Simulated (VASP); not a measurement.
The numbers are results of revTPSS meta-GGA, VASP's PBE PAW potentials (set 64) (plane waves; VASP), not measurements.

VASP ran on this input.

File KPOINTS:
```
Automatic
0
Gamma
 10 10 5
```

File POSCAR:
```
BN
1
    1.2623326705    -2.1864245396     0.0000000000
    1.2623326705     2.1864245396     0.0000000000
    0.0000000000     0.0000000000     4.1758365484
B N
2 2
Direct
  0.6666670000   0.3333330000   0.5003271722
  0.3333330000   0.6666670000   0.0003271722
  0.6666670000   0.3333330000   0.8746728278
  0.3333330000   0.6666670000   0.3746728278
```

### INCAR
```
ALGO = Normal
EDIFF = 1E-7
EDIFFG = -0.01
ENCUT = 520
IBRION = 2
ISIF = 4
ISMEAR = 0
LASPH = .True.
LCHARG = .False.
LMIXTAU = .True.
LREAL = .False.
LWAVE = .False.
METAGGA = RTPSS
NELM = 100
NSW = 30
PREC = Accurate
SIGMA = 0.05
SYSTEM = BN
```

POTCAR, in this order: B N (PBE.64 set). Program: vasp_std.

The resulting files:

OUTCAR:
```
 ion  position               nearest neighbor table
   1  0.667  0.333  0.500-   4 1.55   4 1.55   4 1.55   3 1.56
   2  0.333  0.667  0.000-   3 1.55   3 1.55   3 1.55   4 1.56
   3  0.667  0.333  0.875-   2 1.55   2 1.55   2 1.55   1 1.56
   4  0.333  0.667  0.375-   1 1.55   1 1.55   1 1.55   2 1.56
  LATTYP: Found a hexagonal cell.
 ALAT       =     2.5246655300
 C/A-ratio  =     1.6540157493
 Subroutine PRICEL returns:
 Original cell was already a primitive cell.
 Subroutine GETGRP returns: Found 12 space group operations
The static configuration has the point symmetry C_3v.
 The point group associated with its full space group is C_6v.
The dynamic configuration has the point symmetry C_3v.
 Subroutine INISYM returns: Found 12 space group operations
 Subroutine IBZKPT returns following result:
 Found     42 irreducible k-points:

 Following reciprocal coordinates:
            Coordinates               Weight
  0.000000  0.000000  0.000000      1.000000
  0.100000  0.000000  0.000000      6.000000
  0.200000  0.000000  0.000000      6.000000
  0.300000  0.000000  0.000000      6.000000
  0.400000  0.000000  0.000000      6.000000
  0.500000  0.000000  0.000000      3.000000
  0.100000  0.100000  0.000000      6.000000
  0.200000  0.100000  0.000000     12.000000
  0.300000  0.100000  0.000000     12.000000
  0.400000  0.100000  0.000000     12.000000
  0.200000  0.200000  0.000000      6.000000
  0.300000  0.200000  0.000000     12.000000
  0.400000  0.200000  0.000000      6.000000
  0.300000  0.300000  0.000000      6.000000
  0.000000  0.000000  0.200000      2.000000
  0.100000  0.000000  0.200000     12.000000
  0.200000  0.000000  0.200000     12.000000
  0.300000  0.000000  0.200000     12.000000
  0.400000  0.000000  0.200000     12.000000
  0.500000  0.000000  0.200000      6.000000
  0.100000  0.100000  0.200000     12.000000
  0.200000  0.100000  0.200000     24.000000
  0.300000  0.100000  0.200000     24.000000
  0.400000  0.100000  0.200000     24.000000
  0.200000  0.200000  0.200000     12.000000
  0.300000  0.200000  0.200000     24.000000
  0.400000  0.200000  0.200000     12.000000
  0.300000  0.300000  0.200000     12.000000
  0.000000  0.000000  0.400000      2.000000
  0.100000  0.000000  0.400000     12.000000
  0.200000  0.000000  0.400000     12.000000
  0.300000  0.000000  0.400000     12.000000
  0.400000  0.000000  0.400000     12.000000
  0.500000  0.000000  0.400000      6.000000
  0.100000  0.100000  0.400000     12.000000
  0.200000  0.100000  0.400000     24.000000
  0.300000  0.100000  0.400000     24.000000
  0.400000  0.100000  0.400000     24.000000
  0.200000  0.200000  0.400000     12.000000
  0.300000  0.200000  0.400000     24.000000
   k-points           NKPTS =     42   k-points in BZ     NKDIM =     42   number of bands    NBANDS=     12
   number of dos      NEDOS =    301   number of ions     NIONS =      4
   total plane-waves  NPLWV =  12800
   dimension x,y,z NGX =    20 NGY =   20 NGZ =   32
   dimension x,y,z NGXF=    40 NGYF=   40 NGZF=   64
   ions per type =               2   2
   PREC   = accura    normal or accurate (medium, high low for compatibility)
   ISTART =      0    job   : 0-new  1-cont  2-samecut
   ICHARG =      2    charge: 1-file 2-atom 10-const
   ISPIN  =      1    spin polarized calculation?
   LNONCOLLINEAR =      F non collinear calculations
   LSORBIT =      F    spin-orbit coupling
   INIWAV =      1    electr: 0-lowe 1-rand  2-diag
   ENCUT  =  520.0 eV  38.22 Ry    6.18 a.u.   4.69  4.69  7.76*2*pi/ulx,y,z
   NELM   =    100;   NELMIN=  2; NELMDL= -5     # of ELM steps
...
```

### OSZICAR
```
       N       E                     dE             d eps       ncg     rms          rms(c)
DAV:   1     0.513530466197E+02    0.51353E+02   -0.88981E+03  1008   0.135E+03
DAV:   2    -0.309638390846E+02   -0.82317E+02   -0.76267E+02  1392   0.275E+02
DAV:   3    -0.333826507243E+02   -0.24188E+01   -0.24070E+01  1328   0.467E+01
DAV:   4    -0.333923674844E+02   -0.97168E-02   -0.97134E-02  1208   0.307E+00
DAV:   5    -0.333924497876E+02   -0.82303E-04   -0.82284E-04  1316   0.236E-01    0.116E+01
DAV:   6    -0.397043826667E+02   -0.63119E+01   -0.17859E+01  1008   0.471E+01    0.647E+00
DAV:   7    -0.400266988528E+02   -0.32232E+00   -0.62955E-01  1160   0.925E+00    0.434E+00
DAV:   8    -0.397872939776E+02    0.23940E+00   -0.18588E+00  1212   0.117E+01    0.182E+00
DAV:   9    -0.398060214254E+02   -0.18727E-01   -0.32597E-02  1224   0.217E+00    0.183E+00
DAV:  10    -0.385603145773E+02    0.12457E+01   -0.43310E-01  1012   0.940E+00    0.141E+00
DAV:  11    -0.397878935964E+02   -0.12276E+01   -0.46833E-01  1008   0.944E+00    0.122E+00
DAV:  12    -0.397837662778E+02    0.41273E-02   -0.92141E-02  1260   0.275E+00    0.118E+00
DAV:  13    -0.397834269239E+02    0.33935E-03   -0.57432E-03  1116   0.869E-01    0.550E-01
DAV:  14    -0.397834675464E+02   -0.40623E-04   -0.79324E-04  1248   0.281E-01    0.109E-01
DAV:  15    -0.397834825848E+02   -0.15038E-04   -0.20924E-04  1156   0.164E-01    0.350E-01
DAV:  16    -0.397833472560E+02    0.13533E-03   -0.26534E-04  1140   0.155E-01    0.718E-02
DAV:  17    -0.397833777764E+02   -0.30520E-04   -0.80115E-05  1248   0.870E-02    0.109E-02
DAV:  18    -0.397833793133E+02   -0.15368E-05   -0.63562E-06  1104   0.353E-02    0.187E-02
DAV:  19    -0.397833849812E+02   -0.56680E-05   -0.71291E-07  1168   0.111E-02    0.503E-03
DAV:  20    -0.397833835823E+02    0.13989E-05   -0.54230E-07  1204   0.656E-03    0.626E-04
DAV:  21    -0.397833850813E+02   -0.14989E-05   -0.45359E-08   612   0.329E-03    0.662E-04
DAV:  22    -0.397833848754E+02    0.20590E-06   -0.76327E-09   556   0.106E-03    0.961E-05
DAV:  23    -0.397833850986E+02   -0.22322E-06   -0.96840E-10   544   0.470E-04    0.153E-04
DAV:  24    -0.397833850490E+02    0.49617E-07   -0.24065E-10   540   0.150E-04
   1 F= -.39783385E+02 E0= -.39783385E+02  d E =-.397834E+02
       N       E                     dE             d eps       ncg     rms          rms(c)
DAV:   1    -0.397833571842E+02    0.27914E-04   -0.47238E-03  1136   0.679E-01    0.130E-02
DAV:   2    -0.397833772763E+02   -0.20092E-04   -0.62314E-05  1244   0.831E-02    0.866E-03
DAV:   3    -0.397833731771E+02    0.40992E-05   -0.71148E-06  1076   0.296E-02    0.234E-03
DAV:   4    -0.397833790883E+02   -0.59112E-05   -0.24219E-06  1180   0.213E-02    0.129E-03
DAV:   5    -0.397833798001E+02   -0.71177E-06   -0.49326E-07  1204   0.992E-03    0.957E-04
DAV:   6    -0.397833798932E+02   -0.93121E-07   -0.10703E-07   760   0.460E-03
   2 F= -.39783380E+02 E0= -.39783380E+02  d E =0.515578E-05
       N       E                     dE             d eps       ncg     rms          rms(c)
DAV:   1    -0.397833883649E+02   -0.85648E-05   -0.14336E-03  1132   0.375E-01    0.718E-03
DAV:   2    -0.397833940906E+02   -0.57257E-05   -0.19208E-05  1244   0.464E-02    0.476E-03
DAV:   3    -0.397833941180E+02   -0.27345E-07   -0.22289E-06  1076   0.167E-02    0.133E-03
DAV:   4    -0.397833954905E+02   -0.13725E-05   -0.74515E-07  1176   0.119E-02    0.693E-04
DAV:   5    -0.397833960668E+02   -0.57626E-06   -0.14256E-07   860   0.538E-03    0.543E-04
DAV:   6    -0.397833958837E+02    0.18303E-06   -0.36663E-08   568   0.262E-03    0.169E-04
DAV:   7    -0.397833960788E+02   -0.19509E-06   -0.26872E-08   552   0.227E-03    0.943E-05
DAV:   8    -0.397833960619E+02    0.16873E-07   -0.19623E-09   520   0.515E-04
   3 F= -.39783396E+02 E0= -.39783396E+02  d E =-.110130E-04
```

OUTCAR:
```
------------------------ aborting loop because EDIFF is reached ----------------------------------------
  FORCE on cell =-STRESS in cart. coord.  units (eV):
  Direction    XX          YY          ZZ          XY          YZ          ZX
  --------------------------------------------------------------------------------------
  Total        1.7579044      1.7579048      1.7685875      0.0000000      0.0000000     -0.0000000
  in kB      122.1867295    122.1867544    122.9292789      0.0000000      0.0000000     -0.0000000
  external PRESSURE =     122.4342543 kB  Pullay stress =       0.0000000 kB
  volume of cell :       23.05
      direct lattice vectors                 reciprocal lattice vectors
     1.262270686 -2.186317184 -0.000000000     0.396111552 -0.228695088  0.000000000
     1.262270686  2.186317184  0.000000000     0.396111552  0.228695088 -0.000000000
     0.000000000  0.000000000  4.176246662     0.000000000 -0.000000000  0.239449458
  FREE ENERGIE OF THE ION-ELECTRON SYSTEM (eV)
  ---------------------------------------------------
  free  energy   TOTEN  =       -39.7833960619 eV

  energy  without entropy=      -39.7833960619  energy(sigma->0) =      -39.78339606

 reached required accuracy - stopping structural energy minimisation
```
(Selected blocks of OUTCAR.)

**CONTCAR**
```
BN
   1.00000000000000
     1.2622706863012121   -2.1863171839569824   -0.0000000000000000
     1.2622706863012121    2.1863171839569824    0.0000000000000000
     0.0000000000000000    0.0000000000000000    4.1762466620758927
  B               N
     2     2
Direct
     0.6666669999999968    0.3333330000000032    0.5004044462073357
     0.3333330000000032    0.6666669999999968    0.0004044462073357
     0.6666669999999968    0.3333330000000032    0.8745955537926643
     0.3333330000000032    0.6666669999999968    0.3745955537926643
```

The compound is BN in the wurtzite structure, a metastable high-pressure form. This cell is one point of a volume scan, at 0.97 of the reference volume. Symmetry was kept, so distortions that lower it aren't found.
